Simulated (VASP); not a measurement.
Input:

```xyz
3
Lattice="0.0000 2.9699 2.9699 2.9699 0.0000 2.9699 2.9699 2.9699 0.0000" Properties=species:S:1:pos:R:3 pbc="T T T"
Pb     0.0000     0.0000     0.0000
F      1.4849     1.4849     1.4849
F      4.4548     4.4548     4.4548
```

All values below come from rev-vdW-DF2, VASP's PBE PAW potentials (set 64) (plane waves; VASP). Numerical set-up: 520 eV cut-off, 7×7×7 Γ-centred mesh, tetrahedra with Blöchl corrections, potentials Pb_d F.

Q: What does the run give for the energy per atom (σ→0)?

A: 
- energy per atom (σ→0): -2.761 eV/atom

The absolute energy has meaning only against runs of the same code, potentials and settings.

The compound is PbF2 in the fluorite structure, the β form. The cell was not relaxed at this level.
